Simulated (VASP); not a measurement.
All values below come from PBE GGA, VASP's PBE PAW potentials (set 64) (plane waves; VASP 6.6.1).

A VASP calculation is set up with these files.

### INCAR
```
SYSTEM = Fe3N
PREC = Accurate; ENCUT = 520; LREAL = .FALSE.
LASPH = .TRUE.
EDIFF = 1E-6; NELM = 100; ALGO = Normal
LMAXMIX = 4
ISMEAR = 0; SIGMA = 0.05
GGA = PE
MAGMOM = 0 0 0 0
ISPIN = 2
ISIF = 2
LWAVE = .FALSE.; LCHARG = .FALSE.; LORBIT = 10
```

**POSCAR**
```
Fe3N
1.0
  0.0000000000   2.9466660000   2.9466660000
  2.9466660000   0.0000000000   2.9466660000
  2.9466660000   2.9466660000   0.0000000000
N Fe
1 3
direct
  0.0000000000   0.0000000000   0.0000000000
  0.5000000000   0.5000000000   0.5000000000
  0.2500000000   0.2500000000   0.2500000000
  0.7500000000   0.7500000000   0.7500000000
```

KPOINTS:
```
Automatic mesh
0
Gamma
6 6 6
0 0 0
```

POTCAR, in this order: N Fe (PBE.64 set). Program: vasp_std.

Problem. What will the output report for the number of irreducible k-points (NKPTS), number of bands (NBANDS), largest plane-wave count, number of space-group operations, FFT grid (NGX, NGY, NGZ)?

Solution. 
```yaml
number of irreducible k-points (NKPTS): 16
number of bands (NBANDS): 18
largest_plane_wave_count: 1411
number_of_space_group_operations: 48
FFT grid (NGX, NGY, NGZ): 32 × 32 × 32
```

The structure was generated: Fe3N was put into the D03 type (Fm-3m), which need not be its known phase. The cell was not relaxed at this level. The k-mesh is coarse (spacing up to 0.31 per Å, 2π included), so the numbers may not be converged in it. The run is one of a series of settings (MAGMOM = 0 0 0 0 against the base run), some of them coarse on purpose. VASP warned that the highest band is occupied, so more bands are needed.
